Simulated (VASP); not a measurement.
Data:

```
MgH2
1.0
    4.50648     0.00000     0.00000
    0.00000     4.50648     0.00000
    0.00000     0.00000     3.00672
Mg H
2 4
Cartesian
  0.00000   0.00000   0.00000
  2.25324   2.25324   1.50336
  1.37108   1.37108   3.00672
  3.62432   0.88216   1.50336
  0.88216   3.62432   1.50336
  3.13540   3.13540   0.00000
```

Level of theory: PW91 GGA, VASP's PBE PAW potentials (set 64) (plane waves; VASP). Numerical set-up: 520 eV cut-off, 6×6×8 Γ-centred mesh, tetrahedra with Blöchl corrections, potentials Mg H.

### Question
Estimate the energy per atom (σ→0).

### Answer

```json
{
  "energy per atom (σ→0)": "-2.980 eV/atom"
}
```

The absolute energy has meaning only against runs of the same code, potentials and settings.

The compound is MgH2 in the rutile structure. It was relaxed first.
